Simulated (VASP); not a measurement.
VASP ran on this input.

**POSCAR**
```
BaO
1
    0.0000000000     2.7903900000     2.7903900000
    2.7903900000     0.0000000000     2.7903900000
    2.7903900000     2.7903900000     0.0000000000
Ba O
1 1
Direct
  0.0000000000   0.0000000000   0.0000000000
  0.5000000000   0.5000000000   0.5000000000
```

File KPOINTS:
```
kpoints
0
gamma
 5 5 5
```

### INCAR
```
! general
SYSTEM   =  BaO
PREC     =  Accurate
ENCUT    =  400
LREAL    =  .FALSE.
LASPH    =  .TRUE.

! electronic loop
EDIFF    =  1E-6
NELM     =  100
ALGO     =  Normal
LMAXMIX  =  4

! smearing
ISMEAR   =  0
SIGMA    =  0.05

! functional
GGA      =  PE

! ions
ISIF     =  2

! output
LWAVE    =  .FALSE.
LCHARG   =  .FALSE.
```

POTCAR, in this order: Ba_sv O (PBE.64 set). Program: vasp_std.

Problem. Write an equivalent input for Quantum ESPRESSO's pw.x.

Solution. One equivalent input (not run):
```
&CONTROL
  calculation = 'scf'
  pseudo_dir = './pseudo'
  outdir = './out'
  tprnfor = .true.
  tstress = .true.
/
&SYSTEM
  ibrav = 0
  nat = 2
  ntyp = 2
  ecutwfc = 84
  occupations = 'smearing'
  smearing = 'gaussian'
  degauss = 0.003675
  input_dft = 'pbe'
/
&ELECTRONS
  conv_thr = 7.3e-08
  electron_maxstep = 100
/
ATOMIC_SPECIES
  Ba 137.327 Ba.upf
  O 15.999 O.upf
CELL_PARAMETERS angstrom
     0.0000000    2.7903900    2.7903900
     2.7903900    0.0000000    2.7903900
     2.7903900    2.7903900    0.0000000
ATOMIC_POSITIONS crystal
  Ba   0.0000000  0.0000000  0.0000000
  O    0.5000000  0.5000000  0.5000000
K_POINTS automatic
  5 5 5 0 0 0
```
The two are equivalent in intent, not identical: the potentials are each code's own (VASP's PAW set, PseudoDojo norm-conserving files in pw.x), so ENCUT and ecutwfc are chosen apart and not converted; conv_thr bounds pw.x's estimated SCF error, while EDIFF bounds the energy change between steps.

The structure comes from a computed database's BaO entry; how it stands against other phases isn't given here. The cell was not relaxed at this level.
